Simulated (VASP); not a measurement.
# Ru2Pb3 (P-6m2) in VASP: a series of runs

The runs below take Ru2Pb3 through relaxation of cell and atoms, relaxation of the atoms, with PBE, LDA.

Program: VASP 6.6.1. These are calculated values, not measurements. Logs are shortened: lines on timing, memory, paths and dates and some standing lists are left out, and cuts for length are marked.

**1. The crystal as given**

It takes space group P-6m2 (No. 187, hexagonal). Conventional cell: a = 4.733 Å, b = 4.733 Å, c = 5.812 Å, α = 90.00°, β = 90.00°, γ = 120.00°. Ru (site symmetry -6m2) has 8 Pb at 2.91 to 3.08 Å as nearest neighbours. Ru (site symmetry -6m2) is surrounded by 9 Pb at 2.73 to 3.11 Å. Around Pb (site symmetry 3m) lie 5 Pb at 2.85 to 3.11 Å and 6 Ru at 3.08 to 3.11 Å. Around Pb (site symmetry -6m2) lie 5 Ru at 2.73 to 2.91 Å and 6 Pb at 3.11 Å.

The cell was built by a generator and needn't be a form met in nature.

**2. Relaxation of cell and atoms, PBE**

Input file INCAR:

```
PREC = Accurate ; ENCUT = 600
EDIFF = 1E-6 ; ISMEAR = 1
SIGMA = 0.1 ; LREAL = F
LASPH = T ; NELM = 60
ALGO = Normal ; ISIF = 3
LWAVE = F ; LCHARG = F
GGA = PE ; IBRION = 2
NSW = 60 ; EDIFFG = -0.01
```

Input file KPOINTS:

```
Automatic mesh
0
Gamma
  7 7 5
```

Input file POSCAR:

```
Ru2Pb3
1.0
    4.7327885800      0.0000000000      0.0000000000
   -2.3663942900      4.0987151400      0.0000000000
    0.0000000000      0.0000000000      5.8116928800
Ru Pb
2 3
Direct
    0.6666666700      0.3333333300      0.5000000000
    0.3333333300      0.6666666700      0.0000000000
    0.0000000000      0.0000000000      0.7454000100
    0.0000000000      0.0000000000      0.2545999900
    0.6666666700      0.3333333300      0.0000000000
```

Potentials or basis: VASP PAW PBE potentials, release 64 (Ru_pv, Pb_d).

Launch:

```console
cat potpaw_PBE.64/Ru_pv/POTCAR potpaw_PBE.64/Pb_d/POTCAR > POTCAR
mpirun -np 1 vasp_std > vasp.out
```

OUTCAR:

```text
PREC = Accurate
   ENCUT = 600
   EDIFF = 1E-6
   ISMEAR = 1
   LREAL = F
   LASPH = T
   NELM = 60
   ISIF = 3
   GGA = PE
   IBRION = 2
   NSW = 60
   EDIFFG = -0.01

 ion  position               nearest neighbor table
   1  0.667  0.333  0.500-   5 2.91   5 2.91   3 3.08   4 3.08   3 3.08   4 3.08   3 3.08   4 3.08

   2  0.333  0.667  0.000-   5 2.73   5 2.73   5 2.73   3 3.11   4 3.11   4 3.11   3 3.11   4 3.11
                             3 3.11
   3  0.000  0.000  0.745-   4 2.85   4 2.96   1 3.08   1 3.08   1 3.08   5 3.11   2 3.11   2 3.11
                             5 3.11   5 3.11   2 3.11
   4  0.000  0.000  0.255-   3 2.85   3 2.96   1 3.08   1 3.08   1 3.08   2 3.11   5 3.11   2 3.11
                             5 3.11   5 3.11   2 3.11
   5  0.667  0.333  0.000-   2 2.73   2 2.73   2 2.73   1 2.91   1 2.91   3 3.11   4 3.11   3 3.11
                             4 3.11   3 3.11   4 3.11

  LATTYP: Found a hexagonal cell.
 ALAT       =     4.7327885800
 C/A-ratio  =     1.2279637642

  Lattice vectors:

 A1 = (   4.7327885800,   0.0000000000,   0.0000000000)
 A2 = (  -2.3663942900,   4.0987151400,   0.0000000000)
 A3 = (   0.0000000000,   0.0000000000,   5.8116928800)

Analysis of symmetry for initial positions (statically):
=====================================================================
 Subroutine PRICEL returns:
 Original cell was already a primitive cell.

 Routine SETGRP: Setting up the symmetry group for a
 hexagonal supercell.

 Subroutine GETGRP returns: Found 12 space group operations
 (whereof 12 operations were pure point group operations)
 out of a pool of 24 trial point group operations.

The static configuration has the point symmetry D_3h.

Analysis of symmetry for dynamics (positions and initial velocities):
=====================================================================
 Subroutine PRICEL returns:
 Original cell was already a primitive cell.

 Routine SETGRP: Setting up the symmetry group for a
 hexagonal supercell.

 Subroutine GETGRP returns: Found 12 space group operations
 (whereof 12 operations were pure point group operations)
 out of a pool of 24 trial point group operations.

The dynamic configuration has the point symmetry D_3h.

 Subroutine INISYM returns: Found 12 space group operations
 (whereof 12 operations are pure point group operations),
 and found     1 'primitive' translations

----------------------------------------------------------------------------------------

                                     Primitive cell

  volume of cell :     112.7373

  direct lattice vectors                    reciprocal lattice vectors
     4.732788580  0.000000000  0.000000000     0.211291923  0.121989449  0.000000000
    -2.366394290  4.098715140  0.000000000     0.000000000  0.243978897  0.000000000
     0.000000000  0.000000000  5.811692880     0.000000000  0.000000000  0.172066904

  length of vectors
     4.732788580  4.732788579  5.811692880     0.243978897  0.243978897  0.172066904

  position of ions in fractional coordinates (direct lattice)
     0.666666670  0.333333330  0.500000000
     0.333333330  0.666666670  0.000000000
     0.000000000  0.000000000  0.745400010
     0.000000000  0.000000000  0.254599990
     0.666666670  0.333333330  0.000000000

  ion indices of the primitive-cell ions
   primitive index   ion index
                 1           1
                 2           2
                 3           3
                 4           4
                 5           5

----------------------------------------------------------------------------------------

 KPOINTS: Automatic mesh

Automatic generation of k-mesh.
 Grid dimensions read from file:
 generate k-points for:    7    7    5

 Generating k-lattice:

  Cartesian coordinates                     Fractional coordinates (reciprocal lattice)
     0.030184560  0.017427064  0.000000000     0.142857143  0.000000000  0.000000000
     0.000000000  0.034854128  0.000000000     0.000000000  0.142857143  0.000000000
     0.000000000  0.000000000  0.034413381     0.000000000  0.000000000  0.200000000

  Length of vectors
     0.034854128  0.034854128  0.034413381

  Shift w.r.t. Gamma in fractional coordinates (k-lattice)
     0.000000000  0.000000000  0.000000000

 Subroutine IBZKPT returns following result:
 ===========================================

 Found     24 irreducible k-points:

 Following reciprocal coordinates:
            Coordinates               Weight
  0.000000  0.000000  0.000000      1.000000
  0.142857  0.000000  0.000000      6.000000
  0.285714  0.000000  0.000000      6.000000
  0.428571  0.000000  0.000000      6.000000
  0.142857  0.142857  0.000000      6.000000
  0.285714  0.142857  0.000000     12.000000
[... 16 lines left out ...]
  0.428571  0.142857  0.400000     12.000000
  0.285714  0.285714  0.400000     12.000000
   k-points           NKPTS =     24   k-points in BZ     NKDIM =     24   number of bands    NBANDS=     42
   number of dos      NEDOS =    301   number of ions     NIONS =      5
   total plane-waves  NPLWV =  76800
   dimension x,y,z NGX =    40 NGY =   40 NGZ =   48
   dimension x,y,z NGXF=    80 NGYF=   80 NGZF=   96
   ions per type =               2   3
   NGX,Y,Z   is equivalent  to a cutoff of  14.05, 14.05, 13.73 a.u.
   NGXF,Y,Z  is equivalent  to a cutoff of  28.10, 28.10, 27.46 a.u.
 SYSTEM =  unknown system
   PREC   = accura    normal or accurate (medium, high low for compatibility)
   ISTART =      0    job   : 0-new  1-cont  2-samecut
   ICHARG =      2    charge: 1-file 2-atom 10-const
   ISPIN  =      1    spin polarized calculation?
   LNONCOLLINEAR =      F non collinear calculations
   LSORBIT =      F    spin-orbit coupling
   LASPH  =      T    aspherical Exc in radial PAW
   ENCUT  =  600.0 eV  44.10 Ry    6.64 a.u.   9.45  9.45 11.61*2*pi/ulx,y,z
   NELM   =     60;   NELMIN=  2; NELMDL= -5     # of ELM steps
   EDIFF  = 0.1E-05   stopping-criterion for ELM
   LREAL  =      F    real-space projection
   EDIFFG = -.1E-01   stopping-criterion for IOM
   NSW    =     60    number of steps for IOM
   IBRION =      2    ionic relax: 0-MD 1-quasi-New 2-CG
   NFREE  =      1    steps in history (QN), initial steepest desc. (CG)
   ISIF   =      3    stress and relaxation
   ISYM   =      2    0-nonsym 1-usesym 2-fastsym
   POTIM  = 0.5000    time-step for ionic-motion
   TEBEG  =    0.0;   TEEND  =   0.0 temperature during run
   PSTRESS=    0.0 pullay stress
   NELECT =      70.0000    total number of electrons
   NUPDOWN=      -1.0000    fix difference up-down
   EMIN   =  10.00;   EMAX   =-10.00  energy-range for DOS
   EFERMI =   0.00;   METHOD = LEGACY
   ISMEAR =     1;   SIGMA  =   0.10  broadening in eV -4-tet -1-fermi 0-gaus
   EFERMI_NEDOS =   21; number of points for ismear=-14 and -15
   IALGO  =     38    algorithm
   IMIX   =      4    mixing-type and parameters
     AMIX     =   0.40;   BMIX     =  1.00
     AMIX_MAG =   1.60;   BMIX_MAG =  1.00
  volume/ion in A,a.u.               =      22.55       152.16
  Fermi-wavevector in a.u.,A,eV,Ry     =   1.396642  2.639270 26.539634  1.950608
  Thomas-Fermi vector in A             =   2.519976
   LORBIT       =      0    0 simple, 1 ext, 2 COOP (PROOUT), +10 PAW based schemes
   GGA     = PE    functional components
   LHFCALC =     F    Hartree Fock is set to
   AEXX    =    0.0000 exact exchange contribution
   IVDW    =     0    specifies the selected vdW correction
   LEPSILON=     F    determine dielectric tensor
   LRPA    =     F    only Hartree local field effects (RPA)
 conjugate gradient relaxation of ions
 non-spin polarized calculation
 Methfessel and Paxton  Order N= 1 SIGMA  =   0.10
  energy-cutoff  :      600.00
  volume of cell :      112.74
 maximum number of plane-waves:      3786
 NGX is ok and might be reduce to    40
   NGX = 19   NGY = 19   NGZ = 23

--------------------------------------- Ionic step        1  -------------------------------------------

 number of electron      70.0000004 magnetization

 Free energy of the ion-electron system (eV)
  ---------------------------------------------------
  ext. energy  EPLUGINS =         0.00000000
  ---------------------------------------------------
  free energy    TOTEN  =       -23.46610095 eV

  energy without entropy =      -23.46117827  energy(sigma->0) =      -23.46446006

------------------------ aborting loop because EDIFF is reached ----------------------------------------

  FORCE on cell =-STRESS in cart. coord.  units (eV):
  Direction    XX          YY          ZZ          XY          YZ          ZX
  --------------------------------------------------------------------------------------
  -------------------------------------------------------------------------------------
  Total        3.2064347      3.2064347      7.4968664      0.0000000      0.0000000     -0.0000000
  in kB       45.5685794     45.5685794    106.5424943      0.0000000      0.0000000     -0.0000000
  external PRESSURE =      65.8932177 kB  Pullay stress =       0.0000000 kB
[... 98 lines left out ...]
  FREE ENERGIE OF THE ION-ELECTRON SYSTEM (eV)
  ---------------------------------------------------
  free  energy   TOTEN  =       -23.7400016400 eV

  energy  without entropy=      -23.7368907756  energy(sigma->0) =      -23.73896469

[... ionic steps 4 to 10 ...]

--------------------------------------- Ionic step       11  -------------------------------------------

 number of electron      70.0000011 magnetization

------------------------ aborting loop because EDIFF is reached ----------------------------------------

  FORCE on cell =-STRESS in cart. coord.  units (eV):
  Direction    XX          YY          ZZ          XY          YZ          ZX
  --------------------------------------------------------------------------------------
  -------------------------------------------------------------------------------------
  Total        0.0397525      0.0397525      0.1601213      0.0000000      0.0000000     -0.0000000
  in kB        0.5186998      0.5186998      2.0892987      0.0000000      0.0000000     -0.0000000
  external PRESSURE =       1.0422328 kB  Pullay stress =       0.0000000 kB
[... 63 lines left out ...]
  energy  without entropy=      -23.9484317619  energy(sigma->0) =      -23.95495310

--------------------------------------- Ionic step       13  -------------------------------------------

 number of electron      70.0000012 magnetization

 Free energy of the ion-electron system (eV)
  ---------------------------------------------------
  ext. energy  EPLUGINS =         0.00000000
  ---------------------------------------------------
  free energy    TOTEN  =       -23.95821642 eV

  energy without entropy =      -23.94843702  energy(sigma->0) =      -23.95495662

 E-fermi :   7.4980     XC(G=0): -10.8443

 val. band max:        7.4941196504   @ k =   0.2857   0.0000   0.2000
 cond. band min:       7.5087240703   @ k =   0.1429   0.0000   0.0000
 fundamental gap:      0.0146044199
 Fermi energy:         7.4980328328

 k-point     1 :       0.0000    0.0000    0.0000
  band No.  band energies     occupation
      1     -34.2926      2.00000
      2     -34.2926      2.00000
      3     -34.0483      2.00000
      4     -34.0433      2.00000
      5     -34.0433      2.00000
      6     -33.9656      2.00000
[... 1101 lines left out ...]
  FREE ENERGIE OF THE ION-ELECTRON SYSTEM (eV)
  ---------------------------------------------------
  free  energy   TOTEN  =       -23.9582164191 eV

  energy  without entropy=      -23.9484370209  energy(sigma->0) =      -23.95495662

 reached required accuracy - stopping structural energy minimisation
```

Wall time 21 min (1 thread of Intel Xeon Platinum 8375C at 2.90GHz (Ice Lake), shared host); peak memory 0.35 GiB.

Results:

* Free energy: -23.9582 eV
* Relaxed volume: 24.62 Å³/atom
* Relaxed cell: a = 4.552 Å, b = 4.552 Å, c = 6.860 Å, α = 90.00°, β = 90.00°, γ = 120.00°
* Space group after relaxing (to 0.05 Å): P-6m2 (No. 187)
* Energy gained by relaxing: 98.4 meV/atom
* Ionic steps: 13
* Pressure after relaxing: 0.0 GPa
* Largest force after relaxing: 0.010 eV/Å
* Band gap on the k mesh: none (metal or under the smearing width)

Forces in eV/Å, atoms in the order of the input:
```
Ru   0.000  0.000  0.000
Ru   0.000  0.000  0.000
Pb   0.000  0.000  0.010
Pb   0.000  0.000 -0.010
Pb   0.000  0.000  0.000
```

Step by step:
```csv
step,energy change (eV),largest force (eV/Å),pressure (GPa),volume (Å³)
1,0.0000,1.1691,6.59,112.74
2,-0.2225,0.1259,-3.91,128.49
3,-0.2739,0.3463,-1.31,123.19
4,-0.3677,0.2767,-0.55,121.89
5,-0.4498,0.2266,1.98,118.72
6,-0.4867,0.1312,-0.47,123.24
7,-0.4867,0.1325,-0.44,123.20
8,-0.4910,0.0432,-0.14,122.97
9,-0.4918,0.0128,0.06,122.82
10,-0.4918,0.0196,0.09,122.80
11,-0.4918,0.0221,0.10,122.79
12,-0.4921,0.0102,-0.01,123.09
13,-0.4921,0.0096,-0.02,123.11
```

Final structure:
```
CELL_PARAMETERS angstrom
4.55205 0.00000 0.00000
-2.27602 3.94219 0.00000
0.00000 0.00000 6.86030
ATOMIC_POSITIONS crystal
Ru 0.66667 0.33333 0.50000
Ru 0.33333 0.66667 0.00000
Pb 0.00000 0.00000 0.71715
Pb 0.00000 0.00000 0.28285
Pb 0.66667 0.33333 0.00000
```

Levels at points of the mesh, in eV from the Fermi level:
```tsv
k point	band 31	band 32	band 33	band 34	band 35	band 36	band 37	band 38	band 39	band 40
(0.00, 0.00, 0.00)	-1.08	-0.91	-0.91	-0.58	-0.05	1.59	2.80	2.80	3.41	3.41
```

**3. Relaxation of the atoms, LDA**

Input file INCAR:

```
SYSTEM = Ru2Pb3
PREC = Accurate
ENCUT = 520
EDIFF = 1E-6
ISMEAR = 1
SIGMA = 0.1
LREAL = .False.
LASPH = .True.
NELM = 100
ALGO = Fast
ISIF = 2
LWAVE = .False.
LCHARG = .False.
GGA = CA
IBRION = 2
NSW = 40
EDIFFG = -0.01
```

Input file KPOINTS:

```
Automatic mesh
0
Gamma
  7 7 5
  0 0 0
```

POSCAR is that of step 2.

Potentials or basis: VASP PAW LDA potentials, release 64 (Ru_pv, Pb_d).

Launch:

```console
cat potpaw_LDA.64/Ru_pv/POTCAR potpaw_LDA.64/Pb_d/POTCAR > POTCAR
mpirun -np 1 vasp_std > vasp.out
```

Run time: 4.3 min. Hardware: 1 thread of Intel Xeon Platinum 8375C at 2.90GHz (Ice Lake), shared host; peak memory 0.26 GiB.

Results (log left out):

| Quantity | Value |
| --- | --- |
| Free energy | -28.4418 eV |
| Energy gained by relaxing | 10.2 meV/atom |
| Ionic steps | 3 |
| Pressure after relaxing | -1.1 GPa |
| Largest force after relaxing | 0.007 eV/Å |
| Band gap on the k mesh | none (metal or under the smearing width) |

Forces in eV/Å, atoms in the order of the input:
```
Ru   0.000  0.000  0.000
Ru   0.000  0.000  0.000
Pb   0.000  0.000 -0.007
Pb   0.000  0.000  0.007
Pb   0.000  0.000  0.000
```

Stress tensor (GPa, compression positive):
```
-3.72  0.00  0.00
 0.00 -3.72  0.00
 0.00  0.00  4.03
```

Step by step:
```tsv
step	energy change (eV)	largest force (eV/Å)	pressure (GPa)
1	0.0000	1.0840	-0.89
2	-0.0504	0.1441	-1.12
3	-0.0512	0.0074	-1.13
```

Final structure:
```
Ru Pb
1.0
     4.73279    0.00000    0.00000
    -2.36639    4.09872    0.00000
     0.00000    0.00000    5.81169
Ru Pb
2 3
Direct
  0.66667 0.33333 0.50000
  0.33333 0.66667 0.00000
  0.00000 0.00000 0.73740
  0.00000 0.00000 0.26260
  0.66667 0.33333 0.00000
```

Levels at points of the mesh, in eV from the Fermi level:
| k point | band 31 | band 32 | band 33 | band 34 | band 35 | band 36 | band 37 | band 38 | band 39 | band 40 |
| --- | --- | --- | --- | --- | --- | --- | --- | --- | --- | --- |
| (0.00, 0.00, 0.00) | -1.23 | -1.18 | -1.18 | -0.61 | -0.03 | 1.76 | 2.28 | 2.28 | 2.43 | 2.43 |

The run has no spin-orbit coupling, so splittings on Pb are missing.
